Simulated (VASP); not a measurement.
# MoP (relaxed from the CsCl type structure, space group Pm-3m): computed properties

Method: PBEsol GGA, VASP's PBE PAW potentials (set 64) (plane waves; VASP).

For MoP, the space group comes out as Pm-3m (221) and the cell is a = 2.973 Å, b = 2.973 Å, c = 2.973 Å, α = 90.00°, β = 90.00°, γ = 90.00°. The volume per atom comes out as 13.14 Å^3/atom and the band gap (over mesh and band path) is none (metal, semimetal or under 0.01 eV). The density comes out as 8.02 g/cm³.

```cif
data_MoP
_chemical_formula_sum 'Mo1 P1'
_space_group_name_H-M_alt 'Pm-3m'
_space_group_IT_number 221
_space_group_name_Hall '-P 4 2 3'
_cell_length_a 2.97315
_cell_length_b 2.97315
_cell_length_c 2.97315
_cell_angle_alpha 90.000
_cell_angle_beta 90.000
_cell_angle_gamma 90.000
loop_
_atom_site_label
_atom_site_type_symbol
_atom_site_symmetry_multiplicity
_atom_site_Wyckoff_symbol
_atom_site_fract_x
_atom_site_fract_y
_atom_site_fract_z
_atom_site_occupancy
Mo1 Mo 1 a 0.00000 0.00000 0.00000 1
P1 P 1 b 0.50000 0.50000 0.50000 1
```

The structure was generated: MoP was put into the CsCl type type (Pm-3m), which need not be its known phase. It was relaxed first, which changed the volume by -33 %. Symmetry was kept, so distortions that lower it aren't found. The electron count is odd and the run is not spin-polarised, which forces a metal.
